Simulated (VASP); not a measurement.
Data:

```
AlFe
1.0
    2.81275     0.00000     0.00000
    0.00000     2.81275     0.00000
    0.00000     0.00000     2.81275
Al Fe
1 1
Direct
  0.50000   0.50000   0.50000
  0.00000   0.00000   0.00000
```

Computed with PBEsol GGA, VASP's PBE PAW potentials (set 64) (plane waves; VASP). Numerical set-up: 520 eV cut-off, 13×13×13 Γ-centred mesh, first-order Methfessel-Paxton smearing of 0.10 eV, potentials Al Fe.

Give the stress tensor in GPa (positive for a compressed cell).

```
6.26  0.00  0.00
0.00  6.26  0.00
0.00  0.00  6.26
```
The pressure is its mean diagonal, 6.26 GPa.

The compound is FeAl in the CsCl type structure. This cell is one point of a volume scan, at 0.97 of the reference volume. The run is not spin-polarised, so no magnetic state was tried. The electron count is odd and the run is not spin-polarised, which forces a metal.
